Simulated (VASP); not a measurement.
SrO (rock salt): computed properties

Computed with LDA (Ceperley-Alder, Perdew-Zunger), VASP's LDA PAW potentials (set 64) (plane waves; VASP).

- space group: Fm-3m (225)
- cell: a = b = c = 5.0777 Å, α = β = γ = 90.00°
- volume per atom: 16.36 Å³/atom
- band gap (over mesh and band path): 3.07 eV
- smallest direct gap (over mesh and band path): 3.12 eV
- Hill bulk modulus: 104 GPa
- Hill shear modulus: 64.7 GPa
- Poisson's ratio: 0.243
- band-edge character without spin-orbit coupling: indirect, Γ to X
- band gap with spin-orbit coupling: 3.04 eV
- density: 5.26 g/cm³
- mean ε∞ (DFPT): 3.90
- mean ε∞ (independent particles): 4.11
- mean static ε: 18.07
- optical Γ-point spectrum: 219 (×3) cm⁻¹
- C11: 211 GPa
- C12: 51.0 GPa
- C44: 56.1 GPa

Space group Fm-3m (No. 225); a = b = c = 5.078 Å, α = β = γ = 90.00°

```
atom  site  symmetry       x       y       z
----  ----  --------  ------  ------  ------
Sr      4a      m-3m  0.0000  0.0000  0.0000
O       4b      m-3m  0.5000  0.5000  0.5000
```
(The calculation used a cell of 2 atoms; values per cell refer to that cell.)

Measured: a 5.160 Å at 300 K (computed value off by -1.6 %), as given by Juan A. Santana et al., The Journal of Chemical Physics (2016), arXiv:1608.06321; bulk modulus 91.2 GPa (computed value off by +14.4 %), shear modulus 58.7 GPa (computed value off by +10.2 %), as given by Cormac Toher et al., Physical Review Materials (2017), arXiv:1611.05714. The calculation is for a static lattice, while the measured a, bulk modulus, shear modulus hold thermal and zero-point effects, which are part of the difference.

The compound is SrO in the rock salt structure. It was relaxed first. Symmetry was kept, so distortions that lower it aren't found.
